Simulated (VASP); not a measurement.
# SiC (Moissanite 3C) (F-43m) in VASP: evGW0 quasiparticle levels with PBE

Aim: the evGW0 quasiparticle levels of SiC (Moissanite 3C) with PBE.

Program: VASP 6.6.1. These are calculated values, not measurements. Logs are shortened: lines on timing, memory, paths and dates and some standing lists are left out, and cuts for length are marked.

**Measured values to compare with.**

“Insight into the structural, elastic and electronic properties of a new orthorhombic 6O-SiC polytype”, 2020, pmc:7200658 quotes, for a bulk crystal of SiC: band gap 2.4 eV (indirect).

The results are compared with them further down.

### Step 1. The structure

It takes space group F-43m (No. 216, cubic). Conventional cell: a = 4.358 Å, b = 4.358 Å, c = 4.358 Å, α = 90.00°, β = 90.00°, γ = 90.00°. Around Si (site symmetry -43m) lie 4 C at 1.89 Å. C (site symmetry -43m) is surrounded by 4 Si at 1.89 Å.

### Step 2. EvGW0 quasiparticle levels, PBE

The input, POSCAR:

```
SiC
1.0
    0.0000000000      2.1790000000      2.1790000000
    2.1790000000      0.0000000000      2.1790000000
    2.1790000000      2.1790000000      0.0000000000
Si C
1 1
Direct
    0.0000000000      0.0000000000      0.0000000000
    0.7500000000      0.7500000000      0.7500000000
```

The input, INCAR.step1:

```
ALGO = Normal
EDIFF = 1E-8
ENCUT = 450
GGA = PE
ISMEAR = 0
LASPH = True
LCHARG = False
LREAL = False
LWAVE = True
NELM = 60
PREC = Accurate
SIGMA = 0.01
```

The input, INCAR.step2:

```
ALGO = Exact
EDIFF = 1E-8
ENCUT = 450
GGA = PE
ISMEAR = 0
ISTART = 1
LASPH = True
LCHARG = False
LOPTICS = True
LREAL = False
LWAVE = True
NBANDS = 65
NELM = 1
PREC = Accurate
SIGMA = 0.01
```

The input, INCAR.step3:

```
ALGO = EVGW0
EDIFF = 1E-8
ENCUT = 450
ENCUTGW = 120
GGA = PE
ISMEAR = 0
ISTART = 1
LASPH = True
LCHARG = False
LREAL = False
LWAVE = False
NBANDS = 65
NBANDSGW = 12
NELMGW = 4
NOMEGA = 50
PREC = Accurate
PRECFOCK = Fast
SIGMA = 0.01
```

The input, KPOINTS:

```
k-points
0
Gamma
  6 6 6
```

Potentials or basis: VASP PAW PBE potentials, release 64 (Si_GW, C_GW).

On the command line:

```sh
cat potpaw_PBE.64/Si_GW/POTCAR potpaw_PBE.64/C_GW/POTCAR > POTCAR
cp INCAR.step1 INCAR
mpirun -np 1 vasp_std > vasp.out
cp INCAR.step2 INCAR
mpirun -np 1 vasp_std > vasp.out
cp INCAR.step3 INCAR
mpirun -np 1 vasp_std > vasp.out
```

OUTCAR:

```text
EDIFF = 1E-8
   ENCUT = 450
   ENCUTGW = 120
   GGA = PE
   ISMEAR = 0
   ISTART = 1
   LASPH = True
   LREAL = False
   NELMGW = 4
   PREC = Accurate
   PRECFOCK = Fast

 ion  position               nearest neighbor table
   1  0.000  0.000  0.000-   2 1.89   2 1.89   2 1.89   2 1.89
   2  0.750  0.750  0.750-   1 1.89   1 1.89   1 1.89   1 1.89

  LATTYP: Found a face centered cubic cell.
 ALAT       =     4.3580000000

  Lattice vectors:

 A1 = (   0.0000000000,   2.1790000000,   2.1790000000)
 A2 = (   2.1790000000,   0.0000000000,   2.1790000000)
 A3 = (   2.1790000000,   2.1790000000,   0.0000000000)

Analysis of symmetry for initial positions (statically):
=====================================================================
 Subroutine PRICEL returns:
 Original cell was already a primitive cell.

 Routine SETGRP: Setting up the symmetry group for a
 face centered cubic supercell.

 Subroutine GETGRP returns: Found 24 space group operations
 (whereof 24 operations were pure point group operations)
 out of a pool of 48 trial point group operations.

The static configuration has the point symmetry T_d .

Analysis of symmetry for dynamics (positions and initial velocities):
=====================================================================
 Subroutine PRICEL returns:
 Original cell was already a primitive cell.

 Routine SETGRP: Setting up the symmetry group for a
 face centered cubic supercell.

 Subroutine GETGRP returns: Found 24 space group operations
 (whereof 24 operations were pure point group operations)
 out of a pool of 48 trial point group operations.

The dynamic configuration has the point symmetry T_d .

 Subroutine INISYM returns: Found 24 space group operations
 (whereof 24 operations are pure point group operations),
 and found     1 'primitive' translations

----------------------------------------------------------------------------------------

                                     Primitive cell

  volume of cell :      20.6920

  direct lattice vectors                    reciprocal lattice vectors
     0.000000000  2.179000000  2.179000000    -0.229463056  0.229463056  0.229463056
     2.179000000  0.000000000  2.179000000     0.229463056 -0.229463056  0.229463056
     2.179000000  2.179000000  0.000000000     0.229463056  0.229463056 -0.229463056

  length of vectors
     3.081571352  3.081571352  3.081571352     0.397441672  0.397441672  0.397441672

  position of ions in fractional coordinates (direct lattice)
     0.000000000  0.000000000  0.000000000
     0.750000000  0.750000000  0.750000000

  ion indices of the primitive-cell ions
   primitive index   ion index
                 1           1
                 2           2

----------------------------------------------------------------------------------------

 KPOINTS: k-points

Automatic generation of k-mesh.
 Grid dimensions read from file:
 generate k-points for:    6    6    6

 Generating k-lattice:

  Cartesian coordinates                     Fractional coordinates (reciprocal lattice)
    -0.038243843  0.038243843  0.038243843     0.166666667  0.000000000  0.000000000
     0.038243843 -0.038243843  0.038243843     0.000000000  0.166666667  0.000000000
     0.038243843  0.038243843 -0.038243843     0.000000000  0.000000000  0.166666667

  Length of vectors
     0.066240279  0.066240279  0.066240279

  Shift w.r.t. Gamma in fractional coordinates (k-lattice)
     0.000000000  0.000000000  0.000000000

 Subroutine IBZKPT returns following result:
 ===========================================

 Found     16 irreducible k-points:

 Following reciprocal coordinates:
            Coordinates               Weight
  0.000000  0.000000  0.000000      1.000000
  0.166667  0.000000  0.000000      8.000000
  0.333333  0.000000  0.000000      8.000000
  0.500000  0.000000  0.000000      4.000000
  0.166667  0.166667  0.000000      6.000000
  0.333333  0.166667  0.000000     24.000000
[... 8 lines left out ...]
 -0.333333  0.333333  0.166667     24.000000
 -0.333333  0.500000  0.166667     12.000000
   k-points           NKPTS =     16   k-points in BZ     NKDIM =    216   number of bands    NBANDS=     65
   number of dos      NEDOS =    301   number of ions     NIONS =      2
   total plane-waves  NPLWV =  13824
   dimension x,y,z NGX =    24 NGY =   24 NGZ =   24
   dimension x,y,z NGXF=    48 NGYF=   48 NGZF=   48
   ions per type =               1   1
   NGX,Y,Z   is equivalent  to a cutoff of  12.95, 12.95, 12.95 a.u.
   NGXF,Y,Z  is equivalent  to a cutoff of  25.90, 25.90, 25.90 a.u.
 SYSTEM =  unknown system
   PREC   = accura    normal or accurate (medium, high low for compatibility)
   ISTART =      1    job   : 0-new  1-cont  2-samecut
   ICHARG =      0    charge: 1-file 2-atom 10-const
   ISPIN  =      1    spin polarized calculation?
   LNONCOLLINEAR =      F non collinear calculations
   LSORBIT =      F    spin-orbit coupling
   LASPH  =      T    aspherical Exc in radial PAW
   ENCUT  =  450.0 eV  33.07 Ry    5.75 a.u.   5.33  5.33  5.33*2*pi/ulx,y,z
   NELM   =     60;   NELMIN=  2; NELMDL=  0     # of ELM steps
   EDIFF  = 0.1E-07   stopping-criterion for ELM
   LREAL  =      F    real-space projection
   EDIFFG = 0.1E-06   stopping-criterion for IOM
   NSW    =      0    number of steps for IOM
   IBRION =     -1    ionic relax: 0-MD 1-quasi-New 2-CG
   NFREE  =      0    steps in history (QN), initial steepest desc. (CG)
   ISIF   =      0    stress and relaxation
   ISYM   =      3    0-nonsym 1-usesym 2-fastsym
   POTIM  = 0.5000    time-step for ionic-motion
   TEBEG  =    0.0;   TEEND  =   0.0 temperature during run
   PSTRESS=    0.0 pullay stress
   NELECT =       8.0000    total number of electrons
   NUPDOWN=      -1.0000    fix difference up-down
   EMIN   =  10.00;   EMAX   =-10.00  energy-range for DOS
   EFERMI =   0.00;   METHOD = LEGACY
   ISMEAR =     0;   SIGMA  =   0.01  broadening in eV -4-tet -1-fermi 0-gaus
   EFERMI_NEDOS =   21; number of points for ismear=-14 and -15
   IALGO  =     38    algorithm
   IMIX   =      4    mixing-type and parameters
     AMIX     =   0.40;   BMIX     =  1.00
     AMIX_MAG =   1.60;   BMIX_MAG =  1.00
  volume/ion in A,a.u.               =      10.35        69.82
  Fermi-wavevector in a.u.,A,eV,Ry     =   1.192626  2.253736 19.352338  1.422357
  Thomas-Fermi vector in A             =   2.328660
   LORBIT       =      0    0 simple, 1 ext, 2 COOP (PROOUT), +10 PAW based schemes
   GGA     = PE    functional components
   LHFCALC =     T    Hartree Fock is set to
   PRECFOCK=fast      Normal, Fast or Accurate (Low or Medium for compatibility)
   ENCUT4O =  -1.0   cutoff for four orbital integrals eV
   NKREDX  =     1    reduce k-point grid by
   NKREDY  =     1    reduce k-point grid by
   NKREDZ  =     1    reduce k-point grid by
   AEXX    =    1.0000 exact exchange contribution
   HFSCREEN=    0.0000 screening length (either q_TF or 0.3 A-1)
   HFSCREENC=   0.0000 screening length for correlation (either q_TF or 0.3 A-1)
   ENCUTFOCK=  -1.0 apply spherical cutoff to Coloumb kernel
   IVDW    =     0    specifies the selected vdW correction
   LEPSILON=     F    determine dielectric tensor
   LRPA    =     F    only Hartree local field effects (RPA)
   LRPAFORCE           =     F    calculate RPA forces
   ENCUTGW             = 120.0    cutoff for response function in eV
   ENCUTGWSOFT         =  96.0    soft cutoff for Coulomb kernel in GW response function in eV
   ENCUTLF             =  -1.0    cutoff for local field effects
   NELMGW              =     4    number of iterations in solving QP/BSE equation
   NELMHF              =     1    number of iterations in the inner HF iteration
   NKREDLFX            =     1    NKREDLFY  =   1   NKREDLFZ  =   1
 non-spin polarized calculation
 Gauss-broadening in eV      SIGMA  =   0.01
  energy-cutoff  :      450.00
  volume of cell :       20.69
 maximum number of plane-waves:       464
 NGX is ok and might be reduce to    24
  NGX = 14; NGY = 14; NGZ = 14
   NGX = 11   NGY = 11   NGZ = 11
 maximum number of plane-waves:        70
 NGX is ok and might be reduce to    14

 QP shifts <psi_nk| G(iteration)W_0 |psi_nk>: iteration 1
 for sc-GW calculations column KS-energies equals QP-energies in previous step
 and V_xc(KS)=  KS-energies - (<T + V_ion + V_H > + <T+V_H+V_ion>^1  + <V_x>^1)

 k-point   1 :       0.0000    0.0000    0.0000
  band No.  KS-energies  QP-energies   sigma(KS)   V_xc(KS)     V^pw_x(r,r')   Z            occupation Imag(sigma)

      1      -7.6346      -8.6358     -14.1268     -12.7379     -21.6942       0.7208       2.0000       1.3931
      2       7.7780       7.3178     -15.3903     -14.8059     -17.4262       0.7877       2.0000       0.0753
      3       7.7780       7.3178     -15.3903     -14.8059     -17.4262       0.7877       2.0000       0.0753
      4       7.7780       7.3178     -15.3903     -14.8059     -17.4262       0.7877       2.0000       0.0753
      5      14.0022      14.6338     -12.3710     -13.1814      -7.3948       0.7794       0.0000      -0.1065
      6      15.0731      15.7147     -10.7341     -11.5447      -5.7575       0.7914       0.0000      -0.1021
      7      15.0731      15.7147     -10.7341     -11.5447      -5.7575       0.7914       0.0000      -0.1021
      8      15.0731      15.7147     -10.7341     -11.5447      -5.7575       0.7914       0.0000      -0.1021
      9      22.2663      22.9976     -10.4924     -11.4256      -4.5101       0.7836       0.0000      -0.2928
     10      22.2663      22.9976     -10.4924     -11.4256      -4.5101       0.7836       0.0000      -0.2928
     11      24.2325      24.5484      -9.3855      -9.7920      -2.9122       0.7772       0.0000      -0.4474
     12      25.0365      25.3869      -9.8141     -10.2682      -2.9596       0.7718       0.0000      -0.7490

 k-point   2 :       0.1667    0.0000    0.0000
  band No.  KS-energies  QP-energies   sigma(KS)   V_xc(KS)     V^pw_x(r,r')   Z            occupation Imag(sigma)

      1      -7.0955      -8.0805     -14.1767     -12.8146     -21.5903       0.7231       2.0000       1.3072
      2       5.4030       4.7510     -14.7212     -13.8773     -17.3389       0.7726       2.0000       0.0968
      3       7.4478       6.9552     -15.2638     -14.6376     -17.3623       0.7867       2.0000       0.0764
      4       7.4478       6.9552     -15.2638     -14.6376     -17.3623       0.7867       2.0000       0.0764
      5      14.1099      14.7149     -11.4666     -12.2328      -6.5885       0.7897       0.0000      -0.0993
      6      15.5912      16.2585     -10.8316     -11.6787      -5.6876       0.7877       0.0000      -0.1138
      7      15.5912      16.2585     -10.8316     -11.6787      -5.6876       0.7877       0.0000      -0.1138
      8      16.1228      16.8895     -12.1083     -13.0992      -6.7675       0.7738       0.0000      -0.1368
      9      20.7404      21.3392     -10.1341     -10.8932      -4.3264       0.7888       0.0000      -0.2655
     10      20.7404      21.3392     -10.1341     -10.8932      -4.3264       0.7888       0.0000      -0.2655
     11      23.4317      23.6628      -9.3536      -9.6478      -2.8414       0.7855       0.0000      -0.5154
     12      26.7468      27.2218     -10.0087     -10.6222      -3.0920       0.7741       0.0000      -0.6831
[... 970 lines left out ...]
      1      -4.0595      -4.0684     -15.2418      11.1701     -21.7325       0.7310       2.0000       0.7847
      2      -0.6609      -0.6670     -13.5093      12.8402     -17.8268       0.7428       2.0000       0.3242
      3       2.1080       2.1034     -13.8996      16.0015     -17.2529       0.7577       2.0000       0.1584
      4       3.8077       3.8041     -13.9898      17.7928     -16.6931       0.7732       2.0000       0.1046
      5      13.5037      13.5051     -11.1964      24.7019      -6.6415       0.7975       0.0000      -0.0897
      6      16.3953      16.3977     -11.0173      27.4157      -5.7585       0.7884       0.0000      -0.1280
      7      19.1257      19.1288     -12.2031      31.3329      -6.2151       0.7647       0.0000      -0.2121
      8      19.8590      19.8621     -11.0689      30.9319      -5.2080       0.7763       0.0000      -0.2244
      9      21.5298      21.5337     -11.2115      32.7465      -4.3900       0.7530       0.0000      -0.3656
     10      25.0323      25.0362     -11.0157      36.0531      -4.0008       0.7598       0.0000      -0.5474
     11      29.7136      29.7170     -11.0002      40.7183      -3.4667       0.7562       0.0000      -0.9158
     12      30.3249      30.3278     -11.0005      41.3292      -3.6864       0.7616       0.0000      -0.9152

 k-point  16 :      -0.3333    0.5000    0.1667
  band No. old QP-enery  QP-energies   sigma(KS)   T+V_ion+V_H  V^pw_x(r,r')   Z            occupation Imag(sigma)

      1      -3.4965      -3.5053     -15.5136      12.0050     -21.9178       0.7265       2.0000       0.7129
      2      -0.5561      -0.5622     -13.7109      13.1465     -18.0520       0.7399       2.0000       0.3265
      3       2.3084       2.3040     -13.8283      16.1309     -17.0641       0.7597       2.0000       0.1452
      4       2.4625       2.4583     -13.4271      15.8842     -16.3930       0.7655       2.0000       0.1307
      5      12.2908      12.2919     -11.1896      23.4818      -6.9006       0.8026       0.0000      -0.0803
      6      15.5926      15.5946     -10.9718      26.5669      -6.0836       0.7998       0.0000      -0.1008
      7      19.4067      19.4100     -11.1841      30.5951      -4.9205       0.7643       0.0000      -0.2592
      8      20.9835      20.9870     -11.9495      32.9376      -5.7169       0.7645       0.0000      -0.2697
      9      22.9186      22.9231     -11.9451      34.8698      -4.6031       0.7403       0.0000      -0.4813
     10      26.2772      26.2812     -11.0120      37.2944      -3.7840       0.7616       0.0000      -0.6431
     11      30.0645      30.0679     -12.0622      42.1312      -4.4953       0.7495       0.0000      -0.8977
     12      32.6861      32.6882     -11.6971      44.3860      -4.0107       0.7661       0.0000      -1.2504
```

Wall time 4.3 min (1 thread of Intel Xeon 6975P-C (Granite Rapids), shared host); peak memory 0.29 GiB.

Results:

- Band gap on the k mesh, mean-field level: 1.35 eV, indirect (least direct gap 4.54 eV)
- Quasiparticle gap: 2.21 eV
- Least direct quasiparticle gap: 5.73 eV

Quasiparticle gap after each update of the energies (eV): 2.08, 2.19, 2.21, 2.21

Caveat: bands, screening cutoff and mesh are small and nothing is extrapolated, so the quasiparticle values aren't converged.

### Step 3. Comparison with measurements

Step 2. Measured gap of SiC: 2.4 eV (indirect; quoted in “Insight into the structural, elastic and electronic properties of a new orthorhombic 6O-SiC polytype”, 2020, pmc:7200658). This calculation gives 2.21 eV (-0.19 eV). The value is that of GW on PBE, without temperature or zero-point motion.
